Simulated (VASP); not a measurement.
Given:

```xyz
4
Lattice="2.0975 -5.1892 0.0000 2.0975 5.1892 0.0000 0.0000 0.0000 3.7909" Properties=species:S:1:pos:R:3 pbc="T T T"
Ho     2.0975     3.7341     0.9477
Ho     2.0975    -3.7341     2.8432
Si     1.9975     0.7968     0.9477
Si     2.0975    -0.7968     2.8432
```

Computed with PBEsol GGA, VASP's PBE PAW potentials (set 64) (plane waves; VASP). Settings: 480 eV cut-off, 8×8×8 Γ-centred mesh, first-order Methfessel-Paxton smearing of 0.10 eV, potentials Ho_3 Si.

The 4f electrons are frozen in the core of the lanthanide potential, so 4f levels, which can set the real gap, and their magnetism are missing.

Question: Estimate the energy per atom (σ→0), largest force, band gap (on the k-mesh) with the smallest direct gap where there is one.

Answer: 
```json
{
  "band gap (on the k-mesh)": "none (metal, semimetal or under 0.01 eV)",
  "energy per atom (σ→0)": "-601.7 kJ/mol of atoms",
  "largest_force": "0.743 eV/Å"
}
```

The structure comes from a computed database's HoSi entry (Cmcm); how it stands against other phases isn't given here. This cell was strained or had an atom moved on purpose.
